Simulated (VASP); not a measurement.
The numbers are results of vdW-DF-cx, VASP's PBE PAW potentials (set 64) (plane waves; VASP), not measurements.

VASP ran on this input.

POSCAR:
```
Re
1
    1.3800000000    -2.3902300000     0.0000000000
    1.3800000000     2.3902300000     0.0000000000
    0.0000000000     0.0000000000     4.4600000000
Re
2
Direct
  0.3333330000   0.6666670000   0.2500000000
  0.6666670000   0.3333330000   0.7500000000
```

**KPOINTS**
```
K-points
0
gamma
14 14 8
```

### INCAR
```
PREC  =  Accurate
AGGAC  =  0.0
SIGMA  =  0.1   ! width (eV)
LUSE_VDW  =  T
IBRION  =  2
ISMEAR  =  1   ! Methfessel-Paxton
ENCUT  =  520   ! plane-wave cut-off (eV)
EDIFF  =  1E-6   ! SCF stop (eV)
NELM  =  100
EDIFFG  =  -0.01
LASPH  =  T   ! aspherical one-centre terms
ISIF  =  3
LWAVE  =  F
LREAL  =  F   ! projection in real space or not
LMAXMIX  =  6   ! l cut-off of mixed one-centre charges
GGA  =  CX
ALGO  =  Normal   ! blocked Davidson
SYSTEM  =  Re
NSW  =  60
LCHARG  =  F
```

POTCAR, in this order: Re (PBE.64 set). Program: vasp_std.

Output

**OSZICAR**
```
       N       E                     dE             d eps       ncg     rms          rms(c)
DAV:   1     0.336038004568E+02    0.33604E+02   -0.70075E+03  4719   0.159E+03
DAV:   2    -0.153545303360E+02   -0.48958E+02   -0.41522E+02  4082   0.318E+02
DAV:   3    -0.220800966859E+02   -0.67256E+01   -0.54456E+01  4452   0.262E+02
DAV:   4    -0.224515550643E+02   -0.37146E+00   -0.32697E+00  4910   0.275E+01
DAV:   5    -0.224630193108E+02   -0.11464E-01   -0.11136E-01  4542   0.326E+00    0.441E+01
DAV:   6    -0.214138992700E+02    0.10491E+01   -0.10604E+00  4956   0.314E+01    0.183E+01
DAV:   7    -0.210593590645E+02    0.35454E+00   -0.75786E-01  5103   0.255E+01    0.567E-01
DAV:   8    -0.210470148739E+02    0.12344E-01   -0.95845E-03  5129   0.105E+00    0.178E-01
DAV:   9    -0.210461973277E+02    0.81755E-03   -0.60277E-04  4981   0.241E-01    0.349E-02
DAV:  10    -0.210462086374E+02   -0.11310E-04   -0.45865E-05  4263   0.636E-02    0.639E-03
DAV:  11    -0.210462085741E+02    0.63351E-07   -0.43923E-07  2485   0.213E-02
   1 F= -.21046209E+02 E0= -.21046491E+02  d E =-.210462E+02
       N       E                     dE             d eps       ncg     rms          rms(c)
DAV:   1    -0.210466005681E+02   -0.39193E-03   -0.70421E-01  2793   0.527E+01    0.265E+00
DAV:   2    -0.210432473433E+02    0.33532E-02   -0.91242E-03  4387   0.362E+00    0.917E-01
DAV:   3    -0.210418280541E+02    0.14193E-02   -0.31137E-03  4547   0.195E+00    0.120E-01
DAV:   4    -0.210418149723E+02    0.13082E-04   -0.71043E-05  5157   0.186E-01    0.733E-02
DAV:   5    -0.210418159751E+02   -0.10028E-05   -0.50802E-05  5099   0.212E-01    0.887E-03
DAV:   6    -0.210418162870E+02   -0.31192E-06   -0.16401E-07  1981   0.214E-02
   2 F= -.21041816E+02 E0= -.21042110E+02  d E =0.439229E-02
       N       E                     dE             d eps       ncg     rms          rms(c)
DAV:   1    -0.210497068865E+02   -0.78909E-02   -0.42038E-01  2933   0.397E+01    0.206E+00
DAV:   2    -0.210474002573E+02    0.23066E-02   -0.56948E-03  4285   0.289E+00    0.734E-01
DAV:   3    -0.210465037778E+02    0.89648E-03   -0.20508E-03  4559   0.157E+00    0.949E-02
DAV:   4    -0.210465003954E+02    0.33824E-05   -0.36023E-05  5052   0.116E-01    0.505E-02
DAV:   5    -0.210465005903E+02   -0.19493E-06   -0.30831E-05  4974   0.161E-01    0.658E-03
DAV:   6    -0.210465009607E+02   -0.37044E-06   -0.91734E-08  1803   0.147E-02
   3 F= -.21046501E+02 E0= -.21046787E+02  d E =-.292387E-03
       N       E                     dE             d eps       ncg     rms          rms(c)
DAV:   1    -0.210465676962E+02   -0.67106E-04   -0.55395E-03  3989   0.279E+00    0.514E-02
DAV:   2    -0.210465182411E+02    0.49455E-04   -0.66879E-05  4858   0.112E-01    0.245E-02
DAV:   3    -0.210465041656E+02    0.14076E-04   -0.29693E-05  4763   0.801E-02    0.374E-03
DAV:   4    -0.210465041653E+02    0.32514E-09   -0.77801E-07  1900   0.134E-02
   4 F= -.21046504E+02 E0= -.21046809E+02  d E =-.320452E-05
       N       E                     dE             d eps       ncg     rms          rms(c)
DAV:   1    -0.210465280551E+02   -0.23890E-04   -0.12020E-03  3992   0.132E+00    0.229E-02
DAV:   2    -0.210465174889E+02    0.10566E-04   -0.14211E-05  4646   0.533E-02    0.105E-02
DAV:   3    -0.210465143375E+02    0.31514E-05   -0.31386E-06  2089   0.387E-02    0.472E-03
DAV:   4    -0.210465144023E+02   -0.64800E-07   -0.84882E-07  1602   0.407E-02
   5 F= -.21046514E+02 E0= -.21046811E+02  d E =-.134416E-04
```

OUTCAR:
```
------------------------ aborting loop because EDIFF is reached ----------------------------------------
  FORCE on cell =-STRESS in cart. coord.  units (eV):
  Direction    XX          YY          ZZ          XY          YZ          ZX
  --------------------------------------------------------------------------------------
  Total        0.0056519      0.0056519     -0.0093308      0.0000000      0.0000000      0.0000000
  in kB        0.3086037      0.3086036     -0.5094785      0.0000000      0.0000000      0.0000000
  external PRESSURE =       0.0359096 kB  Pullay stress =       0.0000000 kB
  volume of cell :       29.34
      direct lattice vectors                 reciprocal lattice vectors
     1.378230370 -2.387164911 -0.000000000     0.362784053 -0.209453481  0.000000000
     1.378230370  2.387164911  0.000000000     0.362784053  0.209453481 -0.000000000
     0.000000000  0.000000000  4.459349148    -0.000000000 -0.000000000  0.224247971
 POSITION                                       TOTAL-FORCE (eV/Angst)
 -----------------------------------------------------------------------------------
      1.37823      0.79572      1.11484         0.000000     -0.000000      0.000000
      1.37823     -0.79572      3.34451        -0.000000      0.000000      0.000000
 -----------------------------------------------------------------------------------
    total drift:                               -0.000000      0.000009     -0.000016
  FREE ENERGIE OF THE ION-ELECTRON SYSTEM (eV)
  ---------------------------------------------------
  free  energy   TOTEN  =       -21.0465144023 eV

  energy  without entropy=      -21.0474049772  energy(sigma->0) =      -21.04681126

 reached required accuracy - stopping structural energy minimisation
```
(Selected blocks of OUTCAR.)

CONTCAR:
```
Re
   1.00000000000000
     1.3782303699009750   -2.3871649111980400   -0.0000000000000000
     1.3782303699009750    2.3871649111980400    0.0000000000000000
     0.0000000000000000    0.0000000000000000    4.4593491482565781
  Re
     2
Direct
     0.3333330000000032    0.6666669999999968    0.2500000000000000
     0.6666669999999968    0.3333330000000032    0.7500000000000000
```

### OUTCAR
```
 val. band max:        7.7410406343   @ k =   0.1429   0.0714   0.0000

 cond. band min:       7.7546704422   @ k =   0.2857   0.2857   0.5000


 Fermi energy:         7.7514924840

 k-point     1 :       0.0000    0.0000    0.0000
  band No.  band energies     occupation
      1      -2.0872      2.00000
      2       1.1536      2.00000
      3       6.1814      2.00000
      4       6.2098      2.00000
      5       6.2098      2.00000
      6       7.0438      2.00000
      7       7.0438      2.00000
      8       7.9906     -0.00371
      9       7.9907     -0.00371
     10       8.4351     -0.00000
     11      11.1648      0.00000

 k-point     2 :       0.0714    0.0000    0.0000
  band No.  band energies     occupation
      1      -1.8773      2.00000
      2       1.3514      2.00000
      3       5.7171      2.00000
      4       6.4024      2.00000
      5       6.6039      2.00000
      6       6.8989      2.00000
      7       7.2259      2.00000
      8       7.5090      2.00322
      9       7.8295      0.03032
     10       8.0233     -0.00083
     11      11.2730      0.00000

 k-point     3 :       0.1429   -0.0000    0.0000
  band No.  band energies     occupation
      1      -1.2779      2.00000
      2       1.8776      2.00000
      3       5.1622      2.00000
      4       6.2291      2.00000
      5       6.4699      2.00000
      6       6.9691      2.00000
      7       7.1623      2.00000
      8       7.4354      2.00007
      9       7.7073      1.67263
     10       7.7590      0.87339
     11      11.5165      0.00000

 k-point     4 :       0.2143    0.0000    0.0000
  band No.  band energies     occupation
      1      -0.3884      2.00000
      2       2.4458      2.00000
      3       4.7812      2.00000
      4       4.9877      2.00000
      5       6.0809      2.00000
      6       6.9607      2.00000
      7       7.3372      2.00000
      8       7.8732     -0.07090
      9       7.8993     -0.05725
...
```

Unless said otherwise, spin-orbit coupling is left out, though it shifts the bands of the heavy elements here.

The compound is Re in the hcp structure. This run relaxes it. Symmetry was kept, so distortions that lower it aren't found.
